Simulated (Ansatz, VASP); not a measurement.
# Cross-check of SiTe2 between VASP and Ansatz, part 2 of 2

Wanted: the spread between two codes on one cell, functional and k mesh. The cell is taken from a series of runs on this material, whose earlier steps may have relaxed, scaled, displaced or heated it; both programs get it as it stands.

VASP 6.6.1 and Ansatz 0.2.0.

So far: Set-up; Ansatz: zone-centre phonons, PBEsol.

## Step 3: VASP: zone-centre phonons, PBEsol

Level of this step: PBEsol; plane waves and PAW (Si, Te) (VASP).

The same cell, functional, mesh and smearing now go to VASP, with its own data sets.

Lines of VASP's logs that name or quote its potential files are left out, and so is its time.

INCAR

```
SYSTEM = SiTe2
PREC = Accurate
ENCUT = 500
EDIFF = 1E-08
NELM = 120
ISMEAR = 1
SIGMA = 0.2
LREAL = .FALSE.
ALGO = Normal
GGA = PS
NBANDS = 14
LORBIT = 11
LWAVE = .FALSE.
LCHARG = .FALSE.
ISIF = 2
IBRION = 8
LASPH = .TRUE.
GGA_COMPAT = .FALSE.
NELMDL = -8
KPAR = 2
```

POSCAR

```
SiTe2
1.0
    3.8517940671      0.0000000000      0.0000000000
   -1.9258970336      3.2385937012      0.0000000000
    0.0000000000      0.0000000000     30.4240000000
Si Te
1 2
Direct
    0.0000000000      0.0000000000      0.3286878780
    0.3363311460      0.6726622919      0.3813394777
    0.6636688540      0.3273377081      0.2760362783
```

KPOINTS

```
Automatic mesh
0
Gamma
15 15 1
0 0 0
```

The projector-augmented-wave data sets are Si and Te (PBE family, release 64).

The run is started by

```console
> mpirun -np 2 vasp_std
```

Numbers of over 12 decimals in the logs are rounded to 6 here.

The log of the run:

```text
[banner, memory and clock lines left out]
running    2 mpi-ranks, on    1 nodes
 distrk:  each k-point on    1 cores,    2 groups
 distr:  one band on    1 cores,    1 groups

 POSCAR found type information on POSCAR SiTe
 POSCAR found :  2 types and       3 ions
|                                                                             |
|               ----> ADVICE to this user running VASP <----                  |
|                                                                             |
|     You enforced a specific xc type in the INCAR file but a different       |
|     [... a line on the potential file left out ...]
|     I HOPE YOU KNOW WHAT YOU ARE DOING!                                     |
|                                                                             |

 LDA part: xc-table for (Slater+PW92), standard interpolation
 POSCAR, INCAR and KPOINTS ok, starting setup
 FFT: planning ... GRIDC
 FFT: planning ... GRID_SOFT
 FFT: planning ... GRID
 WAVECAR not read
 entering main loop
       N       E                     dE             d eps       ncg     rms          rms(c)
DAV:   1     0.104057789793E+03    0.10406E+03   -0.41618E+03  1792   0.722E+02
DAV:   2    -0.229055071468E+01   -0.10635E+03   -0.99313E+02  3080   0.122E+02
DAV:   3    -0.124421431680E+02   -0.10152E+02   -0.99928E+01  2420   0.479E+01
DAV:   4    -0.127440592019E+02   -0.30192E+00   -0.30100E+00  2336   0.103E+01
DAV:   5    -0.127554588696E+02   -0.11400E-01   -0.11399E-01  2998   0.213E+00
DAV:   6    -0.127555897239E+02   -0.13085E-03   -0.13085E-03  2622   0.195E-01
DAV:   7    -0.127555948276E+02   -0.51037E-05   -0.51036E-05  2972   0.346E-02
DAV:   8    -0.127555949305E+02   -0.10284E-06   -0.10307E-06  2692   0.388E-03    0.913E+00
DAV:   9    -0.126758457184E+02    0.79749E-01   -0.58974E-02  2404   0.160E+00    0.503E+00
DAV:  10    -0.126458658328E+02    0.29980E-01   -0.62623E-02  2428   0.142E+00    0.419E-01
DAV:  11    -0.126456560477E+02    0.20979E-03   -0.66882E-03  2350   0.507E-01    0.304E-01
DAV:  12    -0.126455562522E+02    0.99796E-04   -0.67559E-04  2836   0.155E-01    0.153E-01
DAV:  13    -0.126453064109E+02    0.24984E-03   -0.50825E-04  2386   0.126E-01    0.131E-01
DAV:  14    -0.126453980543E+02   -0.91643E-04   -0.59022E-05  2218   0.478E-02    0.359E-02
[...]
DAV:  23    -0.126457044352E+02   -0.15585E-05   -0.40249E-08  2302   0.599E-04    0.262E-04
DAV:  24    -0.126457060908E+02   -0.16556E-05   -0.21148E-08  2142   0.413E-04    0.247E-04
DAV:  25    -0.126457065099E+02   -0.41912E-06   -0.86748E-10  1940   0.134E-04    0.214E-04
DAV:  26    -0.126457069279E+02   -0.41795E-06   -0.36884E-09  1774   0.185E-04    0.122E-04
DAV:  27    -0.126457070166E+02   -0.88696E-07    0.30271E-10  1772   0.706E-05    0.471E-05
DAV:  28    -0.126457070429E+02   -0.26316E-07    0.60272E-10  1682   0.354E-05    0.272E-05
DAV:  29    -0.126457070536E+02   -0.10672E-07    0.72196E-10  1622   0.248E-05    0.865E-06
DAV:  30    -0.126457070546E+02   -0.10396E-08    0.76182E-10  1712   0.105E-05
   1 F= -.12645707E+02 E0= -.12645574E+02  d E =-.399171E-03
 Linear response reoptimize wavefunctions to high precision
DAV:   1    -0.126457070553E+02   -0.63574E-09    0.76772E-10  1574   0.613E-06
DAV:   2    -0.126457070553E+02   -0.21373E-10    0.76915E-10  1850   0.316E-06
 Linear response DOF=           6
 Linear response progress:
  Degree of freedom:   1/  6
       N       E                     dE             d eps       ncg     rms          rms(c)
RMM:   1    -0.192490740378E-01   -0.19249E-01    0.13363E-02  4403   0.847E-01
RMM:   2    -0.165742458379E-01    0.26748E-02   -0.14692E-03  2894   0.216E-01    0.970E-02
RMM:   3    -0.166030931263E-01   -0.28847E-04   -0.66367E-05  2894   0.516E-02    0.553E-02
RMM:   4    -0.166618045274E-01   -0.58711E-04   -0.21739E-05  2911   0.255E-02    0.495E-03
RMM:   5    -0.166535428024E-01    0.82617E-05   -0.10808E-06  3121   0.644E-03    0.215E-03
RMM:   6    -0.166454978068E-01    0.80450E-05   -0.18407E-07  3127   0.217E-03    0.748E-04
RMM:   7    -0.166464217280E-01   -0.92392E-06   -0.15723E-08  3095   0.779E-04    0.270E-04
RMM:   8    -0.166469841287E-01   -0.56240E-06   -0.25060E-09  3194   0.220E-04    0.497E-05
RMM:   9    -0.166470770627E-01   -0.92934E-07   -0.11025E-09  3007   0.116E-04    0.348E-05
RMM:  10    -0.166470801358E-01   -0.30731E-08   -0.26488E-09  3341   0.312E-05    0.386E-06
 first order change of Fermi-energy   0.16147E-03
 force on displaced ion       1 direction 1 :  -3.910   0.000   0.000
 Linear response progress:
  Degree of freedom:   2/  6
       N       E                     dE             d eps       ncg     rms          rms(c)
RMM:   1    -0.188818904385E-01   -0.18882E-01    0.12655E-02  4437   0.839E-01
RMM:   2    -0.164294819947E-01    0.24524E-02   -0.14318E-03  2877   0.214E-01    0.955E-02
RMM:   3    -0.164523732849E-01   -0.22891E-04   -0.76795E-05  2977   0.529E-02    0.539E-02
RMM:   4    -0.165068344880E-01   -0.54461E-04   -0.25616E-05  3031   0.264E-02    0.878E-03
RMM:   5    -0.165059023067E-01    0.93218E-06   -0.23285E-06  3061   0.784E-03    0.282E-03
RMM:   6    -0.164949115037E-01    0.10991E-04   -0.47037E-07  3146   0.339E-03    0.888E-04
RMM:   7    -0.164940491124E-01    0.86239E-06   -0.27990E-08  3216   0.987E-04    0.415E-04
[...]
RMM:  10    -0.164953894219E-01    0.35212E-08    0.27171E-09  3191   0.913E-05    0.229E-05
 first order change of Fermi-energy   0.44729E-03
 force on displaced ion       1 direction 2 :   0.000  -4.061   0.449
 Linear response progress:
  Degree of freedom:   3/  6
       N       E                     dE             d eps       ncg     rms          rms(c)
RMM:   1    -0.340982890445E-01   -0.34098E-01    0.37321E-02  4724   0.967E-01
RMM:   2    -0.297157165401E-01    0.43826E-02   -0.25860E-03  2894   0.301E-01    0.159E-01
RMM:   3    -0.295935449011E-01    0.12217E-03   -0.21497E-04  3155   0.790E-02    0.810E-02
RMM:   4    -0.295448253943E-01    0.48720E-04   -0.65892E-05  2964   0.388E-02    0.289E-02
RMM:   5    -0.295371359667E-01    0.76894E-05   -0.92899E-06  3155   0.142E-02    0.864E-03
RMM:   6    -0.295426383839E-01   -0.55024E-05   -0.64058E-07  3134   0.477E-03    0.356E-03
RMM:   7    -0.295479209583E-01   -0.52826E-05   -0.22451E-07  3206   0.227E-03    0.334E-04
RMM:   8    -0.295475822141E-01    0.33874E-06   -0.17178E-08  3294   0.599E-04    0.278E-04
RMM:   9    -0.295472455123E-01    0.33670E-06   -0.25778E-08  3350   0.559E-04    0.909E-05
RMM:  10    -0.295474220743E-01   -0.17656E-06   -0.75097E-09  3342   0.114E-04    0.470E-05
RMM:  11    -0.295475298671E-01   -0.10779E-06   -0.18807E-08  3368   0.261E-04    0.225E-05
RMM:  12    -0.295475124263E-01    0.17441E-07   -0.13808E-08  3544   0.139E-04    0.153E-05
RMM:  13    -0.295474601833E-01    0.52243E-07    0.66347E-08  3515   0.108E-04    0.112E-05
RMM:  14    -0.295474761747E-01   -0.15991E-07    0.34985E-08  3396   0.202E-05    0.551E-06
RMM:  15    -0.295474718340E-01    0.43407E-08    0.12547E-08  3535   0.288E-05    0.654E-06
 first order change of Fermi-energy   0.10228E-03
 force on displaced ion       1 direction 3 :  -0.000   0.449  -8.861
 Linear response progress:
  Degree of freedom:   4/  6
       N       E                     dE             d eps       ncg     rms          rms(c)
RMM:   1    -0.417427391429E-01   -0.41743E-01    0.36686E-02  7626   0.105E+00
RMM:   2    -0.412767531575E-01    0.46599E-03   -0.21598E-03  5165   0.286E-01    0.722E-02
RMM:   3    -0.413383851180E-01   -0.61632E-04   -0.13923E-04  5092   0.703E-02    0.517E-02
RMM:   4    -0.414096190478E-01   -0.71234E-04   -0.20998E-05  5293   0.285E-02    0.145E-02
RMM:   5    -0.414343295837E-01   -0.24711E-04   -0.13968E-06  5430   0.912E-03    0.368E-03
RMM:   6    -0.414291910145E-01    0.51386E-05   -0.47893E-07  5515   0.269E-03    0.535E-04
RMM:   7    -0.414282492318E-01    0.94178E-06   -0.37753E-08  5806   0.787E-04    0.245E-04
RMM:   8    -0.414289288580E-01   -0.67963E-06    0.57595E-08  5645   0.336E-04    0.412E-05
RMM:   9    -0.414289464109E-01   -0.17553E-07    0.28540E-08  5959   0.105E-04    0.200E-05
RMM:  10    -0.414289200410E-01    0.26370E-07   -0.97456E-09  5564   0.418E-05    0.730E-06
RMM:  11    -0.414289305620E-01   -0.10521E-07   -0.11464E-08  5900   0.164E-05    0.413E-06
RMM:  12    -0.414289462312E-01   -0.15669E-07   -0.99520E-09  5863   0.619E-06    0.147E-06
RMM:  13    -0.414289481960E-01   -0.19648E-08    0.17619E-09  4768   0.316E-06    0.347E-07
 first order change of Fermi-energy  -0.80432E-04
 force on displaced ion       2 direction 1 :  -2.571   0.004   0.001
 Linear response progress:
  Degree of freedom:   5/  6
       N       E                     dE             d eps       ncg     rms          rms(c)
RMM:   1    -0.411196631916E-01   -0.41120E-01    0.34660E-02  4336   0.104E+00
RMM:   2    -0.407043681169E-01    0.41530E-03   -0.20578E-03  2913   0.280E-01    0.712E-02
RMM:   3    -0.407660148485E-01   -0.61647E-04   -0.13336E-04  2913   0.693E-02    0.509E-02
RMM:   4    -0.408355084234E-01   -0.69494E-04   -0.21250E-05  3004   0.280E-02    0.155E-02
RMM:   5    -0.408644065480E-01   -0.28898E-04   -0.25448E-06  3108   0.967E-03    0.377E-03
RMM:   6    -0.408609075512E-01    0.34990E-05   -0.35348E-07  3138   0.300E-03    0.196E-03
RMM:   7    -0.408581951334E-01    0.27124E-05   -0.69008E-08  3156   0.130E-03    0.305E-04
RMM:   8    -0.408582479566E-01   -0.52823E-07   -0.58132E-09  3285   0.409E-04    0.143E-04
RMM:   9    -0.408584749802E-01   -0.22702E-06    0.41448E-09  3266   0.156E-04    0.359E-05
RMM:  10    -0.408584907124E-01   -0.15732E-07    0.15489E-08  3263   0.625E-05    0.107E-05
RMM:  11    -0.408584947986E-01   -0.40862E-08    0.98192E-09  3335   0.318E-05    0.726E-06
 first order change of Fermi-energy   0.35277E-01
 force on displaced ion       2 direction 2 :   0.000  -2.417   0.051
 Linear response progress:
  Degree of freedom:   6/  6
       N       E                     dE             d eps       ncg     rms          rms(c)
RMM:   1    -0.804577148062E-01   -0.80458E-01    0.45398E-02  4351   0.111E+00
RMM:   2    -0.789179581748E-01    0.15398E-02   -0.27335E-03  2914   0.318E-01    0.956E-02
RMM:   3    -0.788006435922E-01    0.11731E-03   -0.23172E-04  3080   0.836E-02    0.711E-02
RMM:   4    -0.787368130899E-01    0.63831E-04   -0.40629E-05  3002   0.316E-02    0.389E-02
RMM:   5    -0.787087969620E-01    0.28016E-04   -0.19036E-05  3117   0.214E-02    0.109E-02
RMM:   6    -0.787116378228E-01   -0.28409E-05   -0.13241E-06  3111   0.623E-03    0.800E-03
RMM:   7    -0.787151388750E-01   -0.35011E-05   -0.31831E-07  3212   0.287E-03    0.143E-03
RMM:   8    -0.787159995919E-01   -0.86072E-06   -0.31729E-08  3186   0.968E-04    0.129E-03
RMM:   9    -0.787196221735E-01   -0.36226E-05   -0.15480E-07  3346   0.126E-03    0.656E-04
RMM:  10    -0.787197393128E-01   -0.11714E-06   -0.31827E-09  3327   0.246E-04    0.300E-04
RMM:  11    -0.787223396502E-01   -0.26003E-05   -0.70160E-08  3332   0.669E-04    0.274E-04
RMM:  12    -0.787228267965E-01   -0.48715E-06   -0.70810E-09  3530   0.236E-04    0.201E-04
RMM:  13    -0.787229262886E-01   -0.99492E-07   -0.56867E-08  3545   0.293E-04    0.331E-05
RMM:  14    -0.787230156972E-01   -0.89409E-07   -0.10760E-07  3600   0.126E-04    0.543E-05
RMM:  15    -0.787230426329E-01   -0.26936E-07   -0.64114E-08  3541   0.116E-04    0.403E-05
RMM:  16    -0.787230662912E-01   -0.23658E-07   -0.74192E-08  3574   0.434E-05    0.168E-05
RMM:  17    -0.787231087044E-01   -0.42413E-07   -0.44755E-09  3515   0.424E-05    0.901E-06
RMM:  18    -0.787231147664E-01   -0.60620E-08   -0.10292E-08  3380   0.141E-05    0.830E-06
 first order change of Fermi-energy   0.98106E+00
 force on displaced ion       2 direction 3 :  -0.000   0.065  -7.218
 Linear response finished
```

From OUTCAR (step 3):

```text
ion  position               nearest neighbor table
   1  0.000  0.000  0.329-   3 2.70   2 2.70   3 2.72   2 2.72   3 2.72   2 2.72
   2  0.336  0.673  0.381-   1 2.70   1 2.72   1 2.72
   3  0.664  0.327  0.276-   1 2.70   1 2.72   1 2.72

  LATTYP: Found a base centered orthorhombic cell.
 ALAT       =     3.8517940671
 B/A-ratio  =     1.6816027258
 C/A-ratio  =     7.8986569557

 Subroutine GETGRP returns: Found  4 space group operations
 (whereof  2 operations were pure point group operations)

The static configuration has the point symmetry C_1h.
 The point group associated with its full space group is C_2h.

 Found     64 irreducible k-points:

   k-points           NKPTS =     64   k-points in BZ     NKDIM =     64   number of bands    NBANDS=     14

   dimension x,y,z NGX =    28 NGY =   28 NGZ =  224
   dimension x,y,z NGXF=    56 NGYF=   56 NGZF=  448

   ENCUT  =  500.0 eV  36.75 Ry    6.06 a.u.   7.02  6.87 55.47*2*pi/ulx,y,z

   NELECT =      16.0000    total number of electrons

 k-points in reciprocal lattice and weights: Automatic mesh
   0.00000000  0.00000000  0.00000000       0.004
   0.06666667 -0.00000000  0.00000000       0.018
   0.13333333 -0.00000000  0.00000000       0.018
   0.20000000  0.00000000  0.00000000       0.018
   0.26666667 -0.00000000  0.00000000       0.018
   0.33333333  0.00000000  0.00000000       0.018
   0.40000000  0.00000000  0.00000000       0.018
   0.46666667  0.00000000  0.00000000       0.018
   0.00000000  0.06666667  0.00000000       0.009
[...]
0.00000000  0.46666667  0.00000000       0.009
   0.06666667  0.46666667  0.00000000       0.009

 average (electrostatic) potential at core
       1 -92.3731       2 -96.5367       3 -96.5367

  Total       -1.0873733     -0.8454478      0.1018899      0.0000000      0.0042214     -0.0000000
  in kB       -4.5904304     -3.5691230      0.4301359      0.0000000      0.0178211     -0.0000000
  external PRESSURE =      -2.5764725 kB  Pullay stress =       0.0000000 kB

  energy-cutoff  :      500.00
  volume of cell :      379.52
      direct lattice vectors                 reciprocal lattice vectors
     3.851794067  0.000000000  0.000000000     0.259619279  0.154387999  0.000000000
    -1.925897034  3.238593701  0.000000000     0.000000000  0.308775997  0.000000000
     0.000000000  0.000000000 30.424000000     0.000000000  0.000000000  0.032868788

 POSITION                                       TOTAL-FORCE (eV/Angst)
 -----------------------------------------------------------------------------------
      0.00000      0.00000     10.00000         0.000000      0.000000     -0.000000
      0.00000      2.17848     11.60187        -0.000000      0.001338      0.032943
      1.92590      1.06011      8.39813         0.000000     -0.001338     -0.032943
 -----------------------------------------------------------------------------------
    total drift:                               -0.000000      0.000001     -0.000006

 Eigenvectors and eigenvalues of the dynamical matrix
 ----------------------------------------------------

   1 f  =    9.273613 THz    58.267826 2PiTHz  309.334419 cm-1    38.352563 meV
             X         Y         Z           dx          dy          dz
      0.000000  0.000000 10.000000     0.000000   -0.087544    0.945093
      0.000000  2.178480 11.601872    -0.000000    0.020202   -0.221720
      1.925897  1.060114  8.398128    -0.000000    0.020202   -0.221720

   2 f  =    6.230719 THz    39.148761 2PiTHz  207.834407 cm-1    25.768171 meV
             X         Y         Z           dx          dy          dz
      0.000000  0.000000 10.000000    -0.000000    0.945108    0.087443
      0.000000  2.178480 11.601872     0.000000   -0.221688   -0.020419
      1.925897  1.060114  8.398128     0.000000   -0.221688   -0.020419

   3 f  =    6.145149 THz    38.611110 2PiTHz  204.980106 cm-1    25.414283 meV
             X         Y         Z           dx          dy          dz
      0.000000  0.000000 10.000000     0.949206    0.000000    0.000000
      0.000000  2.178480 11.601872    -0.222495   -0.000000   -0.000000
      1.925897  1.060114  8.398128    -0.222495   -0.000000   -0.000000

   4 f  =    4.377612 THz    27.505349 2PiTHz  146.021427 cm-1    18.104341 meV
             X         Y         Z           dx          dy          dz
      0.000000  0.000000 10.000000     0.000000   -0.000000   -0.000000
      0.000000  2.178480 11.601872    -0.000000    0.010039    0.707036
      1.925897  1.060114  8.398128     0.000000   -0.010039   -0.707036

   5 f  =    2.472137 THz    15.532892 2PiTHz   82.461601 cm-1    10.223931 meV
             X         Y         Z           dx          dy          dz
      0.000000  0.000000 10.000000    -0.000000   -0.000000   -0.000000
      0.000000  2.178480 11.601872     0.707107   -0.000000    0.000000
      1.925897  1.060114  8.398128    -0.707107    0.000000   -0.000000

   6 f  =    2.317592 THz    14.561857 2PiTHz   77.306533 cm-1     9.584784 meV
             X         Y         Z           dx          dy          dz
      0.000000  0.000000 10.000000     0.000000   -0.000000   -0.000000
      0.000000  2.178480 11.601872    -0.000000   -0.707036    0.010039
      1.925897  1.060114  8.398128     0.000000    0.707036   -0.010039

   7 f/i=    0.000772 THz     0.004849 2PiTHz    0.025745 cm-1     0.003192 meV
             X         Y         Z           dx          dy          dz
      0.000000  0.000000 10.000000    -0.000000    0.025502   -0.313827
      0.000000  2.178480 11.601872    -0.000000    0.054082   -0.668959
      1.925897  1.060114  8.398128    -0.000000    0.054082   -0.668959

   8 f/i=    0.001361 THz     0.008554 2PiTHz    0.045410 cm-1     0.005630 meV
             X         Y         Z           dx          dy          dz
      0.000000  0.000000 10.000000     0.314655    0.000000   -0.000000
      0.000000  2.178480 11.601872     0.671190    0.000000   -0.000000
      1.925897  1.060114  8.398128     0.671190    0.000000   -0.000000

   9 f/i=    0.004172 THz     0.026216 2PiTHz    0.139175 cm-1     0.017255 meV
             X         Y         Z           dx          dy          dz
      0.000000  0.000000 10.000000    -0.000000    0.313778    0.025808
      0.000000  2.178480 11.601872    -0.000000    0.668970    0.054010
      1.925897  1.060114  8.398128    -0.000000    0.668970    0.054010

 ELASTIC MODULI CONTR FROM IONIC RELAXATION (kBar)
 Direction    XX          YY          ZZ          XY          YZ          ZX
 --------------------------------------------------------------------------------
 XX         -38.2313      0.6294    -69.4858     -0.0000     16.5326     -0.0000
 YY           0.6294    -33.6411    -53.7931      0.0000    -20.0314      0.0000
 ZZ         -69.4858    -53.7931   -216.0325      0.0000     -2.2293      0.0000
 XY          -0.0000      0.0000      0.0000     -0.3636      0.0000     -5.4266
 YZ          16.5326    -20.0314     -2.2293      0.0000    -18.7585      0.0000
 ZX          -0.0000      0.0000      0.0000     -5.4266      0.0000    -80.9951
 --------------------------------------------------------------------------------
```

Energies printed during the response cycles are not total energies of the cell.

## Step 4: Comparison

Known differences besides the potentials themselves: Ansatz cuts the interaction across the vacuum, VASP repeats the sheet without a dipole correction; the data sets hold 36 valence electrons in Ansatz (on its PAW soft_1 files) and 16 in VASP; the cutoff is 420 eV in Ansatz and 500 eV in VASP; Ansatz makes its cores anew for this functional, VASP keeps those of its PBE data sets. Total energies have different zeros and are not compared.

Compared:

```tsv
quantity	Ansatz	VASP	difference
optical mode 1 (cm⁻¹)	76.5	77.3	-1.08 %
optical mode 2 (cm⁻¹)	81.6	82.5	-1.00 %
optical mode 3 (cm⁻¹)	145.3	146.0	-0.49 %
optical mode 4 (cm⁻¹)	201.6	205.0	-1.63 %
optical mode 5 (cm⁻¹)	204.6	207.8	-1.55 %
optical mode 6 (cm⁻¹)	307.1	309.3	-0.74 %
```

Modes are paired by rising frequency, not by their patterns, so a pair may set unlike modes beside each other; they are those without the splitting of longitudinal modes. Where the cell holds vacuum, a pressure given here is an average over it and none of the material.

## Step 5: Results

```json
{
 "r.m.s. difference of the optical zone-centre modes, each program's sorted by frequency (zone-centre phonons, PBEsol)": "2.2 cm⁻¹",
 "difference in optical mode 4 (zone-centre phonons, PBEsol)": "-1.6 %"
}
```

What this shows: The r.m.s. difference of the optical zone-centre modes, each program's sorted by frequency is 2.2 cm⁻¹ (zone-centre phonons, PBEsol). The data sets hold unlike numbers of valence electrons (36 in Ansatz and 16 in VASP), so part of the differences may come from the potentials. Among the rows given in per cent, the largest difference of the zone-centre phonons, PBEsol pair is in optical mode 4, -1.6 %. Such differences can come from data sets, numerical settings and the points named under the comparisons, not from the functional's error against experiment.

[Lines on the potential files, build, host, timing and source positions are cut from VASP's logs without a mark.]

[Logs are printed without paths, hosts, clocks, repeated set-up lines and the standing remarks that a program may print on its own settings, such as how far it seeks lower states.]

[Hosts, paths, dates, database ids (printed as entryN), source tags and the programs' standing remarks are cut or masked in the printed files.]
